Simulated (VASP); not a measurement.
Calculation: PBE GGA with D3 dispersion (Becke-Johnson damping), VASP's PBE PAW potentials (set 64) (plane waves; VASP).

Input for VASP

**POSCAR**
```
C
1.0
  1.2330805222  -2.1357576173   0.0000000000
  1.2330805222   2.1357576173   0.0000000000
  0.0000000000   0.0000000000   6.7104250183
C
4
Cartesian
  0.0000000000   0.0000000000   1.6776062546
  0.0000000000   0.0000000000   5.0328187637
  1.2330805222   0.7119206296   1.6776062546
  1.2330805222  -0.7119206296   5.0328187637
```

INCAR:
```
! general
SYSTEM = C
PREC   = Accurate
ENCUT  = 520
LREAL  = .FALSE.
LASPH  = .TRUE.

! electronic loop
EDIFF  = 1E-6
NELM   = 100
ALGO   = Normal

! smearing
ISMEAR = 0
SIGMA  = 0.05

! functional
GGA    = PE
IVDW   = 12

! ions
IBRION = 2
NSW    = 60
ISIF   = 3
EDIFFG = -0.02

! output
LWAVE  = .FALSE.
LCHARG = .FALSE.
```

**KPOINTS**
```
Regular mesh
0
G
  9 9 3
0 0 0
```

POTCAR, in this order: C (PBE.64 set). Program: vasp_std.

Q: What will the output report for the number of irreducible k-points (NKPTS), largest plane-wave count, number of space-group operations, FFT grid (NGX, NGY, NGZ)?

A: 
```json
{
  "number of irreducible k-points (NKPTS)": "24",
  "largest_plane_wave_count": "979",
  "number_of_space_group_operations": "24",
  "FFT grid (NGX, NGY, NGZ)": "18 × 18 × 50"
}
```

The compound is C in the graphite structure. It was relaxed first. The k-mesh is coarse (spacing up to 0.33 per Å, 2π included), so the numbers may not be converged in it. The start is the result of an earlier pass.
